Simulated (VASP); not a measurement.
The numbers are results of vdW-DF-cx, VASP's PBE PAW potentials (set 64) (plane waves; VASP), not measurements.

VASP input:

KPOINTS:
```
kpoints
0
Gamma
 8 8 8
```

### POSCAR
```
PbSe
1
    0.0000000000     3.0600000000     3.0600000000
    3.0600000000     0.0000000000     3.0600000000
    3.0600000000     3.0600000000     0.0000000000
Pb Se
1 1
Direct
  0.0000000000   0.0000000000   0.0000000000
  0.5000000000   0.5000000000   0.5000000000
```

**INCAR**
```
! general
SYSTEM   = PbSe
PREC     = Accurate
ENCUT    = 520   ! plane-wave cut-off (eV)
LREAL    = .FALSE.   ! projection in real space or not
LASPH    = .TRUE.

! electronic loop
EDIFF    = 1E-7   ! SCF stop (eV)
NELM     = 100
ALGO     = Normal   ! blocked Davidson
LMAXMIX  = 4   ! l cut-off of mixed one-centre charges

! smearing
ISMEAR   = -5

! functional
GGA      = CX
LUSE_VDW = .TRUE.
AGGAC    = 0.0

! ions
ISIF     = 2

! output
LWAVE    = .FALSE.
LCHARG   = .TRUE.
LORBIT   = 11   ! lm-projected
NEDOS    = 601
```

POTCAR, in this order: Pb_d Se (PBE.64 set). Program: vasp_std.

Output

OSZICAR:
```
       N       E                     dE             d eps       ncg     rms          rms(c)
DAV:   1     0.161319966611E+03    0.16132E+03   -0.97615E+03   826   0.146E+03
DAV:   2     0.841483483027E+01   -0.15291E+03   -0.15003E+03   860   0.358E+02
DAV:   3    -0.360611878553E+01   -0.12021E+02   -0.11971E+02  1070   0.105E+02
DAV:   4    -0.389197188331E+01   -0.28585E+00   -0.28568E+00   860   0.190E+01
DAV:   5    -0.390288226658E+01   -0.10910E-01   -0.10910E-01  1158   0.364E+00    0.267E+00
DAV:   6    -0.363309025772E+01    0.26979E+00   -0.73479E-01  1212   0.698E+00    0.150E+00
DAV:   7    -0.362937086252E+01    0.37194E-02   -0.11307E-01   898   0.191E+00    0.811E-01
DAV:   8    -0.363223630349E+01   -0.28654E-02   -0.12066E-02   908   0.145E+00    0.142E-01
DAV:   9    -0.363188858504E+01    0.34772E-03   -0.22463E-03  1236   0.550E-01    0.503E-02
DAV:  10    -0.363195868851E+01   -0.70103E-04   -0.18803E-04   866   0.101E-01    0.181E-02
DAV:  11    -0.363196310615E+01   -0.44176E-05   -0.59954E-05  1020   0.913E-02    0.501E-03
DAV:  12    -0.363196333970E+01   -0.23355E-06   -0.36755E-06   986   0.163E-02    0.227E-03
DAV:  13    -0.363196331805E+01    0.21656E-07   -0.35939E-07   926   0.546E-03
   1 F= -.36319633E+01 E0= -.36319633E+01  d E =0.000000E+00
```

OUTCAR:
```
------------------------ aborting loop because EDIFF is reached ----------------------------------------
  FORCE on cell =-STRESS in cart. coord.  units (eV):
  Direction    XX          YY          ZZ          XY          YZ          ZX
  --------------------------------------------------------------------------------------
  Total        0.0218203      0.0218203      0.0218203      0.0000000      0.0000000     -0.0000000
  in kB        0.6100656      0.6100656      0.6100656      0.0000000      0.0000000     -0.0000000
  external PRESSURE =       0.6100656 kB  Pullay stress =       0.0000000 kB
  volume of cell :       57.31
      direct lattice vectors                 reciprocal lattice vectors
     0.000000000  3.060000000  3.060000000    -0.163398693  0.163398693  0.163398693
     3.060000000  0.000000000  3.060000000     0.163398693 -0.163398693  0.163398693
     3.060000000  3.060000000  0.000000000     0.163398693  0.163398693 -0.163398693
  FREE ENERGIE OF THE ION-ELECTRON SYSTEM (eV)
  ---------------------------------------------------
  free  energy   TOTEN  =        -3.6319633180 eV

  energy  without entropy=       -3.6319633180  energy(sigma->0) =       -3.63196332

 total charge

# of ion       s       p       d       tot
------------------------------------------
    1        1.466   0.543   9.839  11.847
    2        1.470   2.322   0.017   3.809
--------------------------------------------------
tot          2.936   2.865   9.856  15.656
```
(Selected blocks of OUTCAR.)

### OUTCAR
```
 val. band max:        4.9422558146   @ k =   0.5000   0.0000   0.0000

 cond. band min:       5.1992145565   @ k =   0.5000   0.0000   0.0000


 Fermi energy:         4.9856511836

 k-point     1 :       0.0000    0.0000    0.0000
  band No.  band energies     occupation
      1     -11.8186      2.00000
      2     -11.8186      2.00000
      3     -11.8186      2.00000
      4     -11.8150      2.00000
      5     -11.8150      2.00000
      6      -8.6451      2.00000
      7      -1.4024      2.00000
      8       3.0887      2.00000
      9       3.0887      2.00000
     10       3.0887      2.00000
     11       9.6077      0.00000
     12       9.6077      0.00000
     13       9.6077      0.00000
     14      11.4593      0.00000

 k-point     2 :       0.1250    0.0000    0.0000
  band No.  band energies     occupation
      1     -11.8196      2.00000
      2     -11.8196      2.00000
      3     -11.8181      2.00000
      4     -11.8129      2.00000
      5     -11.8129      2.00000
      6      -8.5258      2.00000
      7      -1.7928      2.00000
      8       3.1300      2.00000
      9       3.1300      2.00000
     10       3.3583      2.00000
     11       8.5535      0.00000
     12       8.9431      0.00000
     13       8.9431      0.00000
     14      11.2666      0.00000

 k-point     3 :       0.2500    0.0000    0.0000
  band No.  band energies     occupation
      1     -11.8281      2.00000
      2     -11.8281      2.00000
      3     -11.8169      2.00000
      4     -11.8013      2.00000
      5     -11.8013      2.00000
      6      -8.1980      2.00000
      7      -2.6594      2.00000
      8       3.2509      2.00000
      9       3.2509      2.00000
     10       3.9013      2.00000
     11       7.0717      0.00000
     12       7.8289      0.00000
     13       7.8289      0.00000
     14      11.4572      0.00000

 k-point     4 :       0.3750    0.0000    0.0000
  band No.  band energies     occupation
...
```

Unless said otherwise, spin-orbit coupling is left out, though it shifts the bands of the heavy elements here.

The compound is PbSe in the rock salt structure. The cell was not relaxed at this level.
